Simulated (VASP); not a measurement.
Data:

```xyz
2
Lattice="2.9546 0.0000 0.0000 -1.4773 2.5587 0.0000 0.0000 0.0000 4.7970" Properties=species:S:1:pos:R:3 pbc="T T T"
Ta     0.0000     1.7058     1.1992
Ta     1.4773     0.8529     3.5977
```

Computed with PBEsol GGA, VASP's PBE PAW potentials (set 64) (plane waves; VASP 6.6.1). Numerical set-up: 400 eV cut-off, 13×13×7 Γ-centred mesh, first-order Methfessel-Paxton smearing of 0.10 eV, potentials Ta_pv.

Q: The ions, cell shape and volume are relaxed. Give the cell that the relaxation ends in.

A: 
```xyz
2
Lattice="2.8671 0.0000 0.0000 -1.4335 2.4829 0.0000 0.0000 0.0000 5.0865" Properties=species:S:1:pos:R:3 pbc="T T T"
Ta     0.0000     1.6553     1.2716
Ta     1.4335     0.8276     3.8149
```
Space group P6_3/mmc (194), at a tolerance of 0.03 Å.

Q: How do energy and volume change from the first to the last step?

A: The energy (σ→0) changes by -49.2 meV/atom and the volume by -0.2 %, in 5 ionic steps.

The structure was generated: Ta was put into the hcp type (P6_3/mmc), which need not be its known phase. This run relaxes it. Symmetry was kept, so distortions that lower it aren't found.
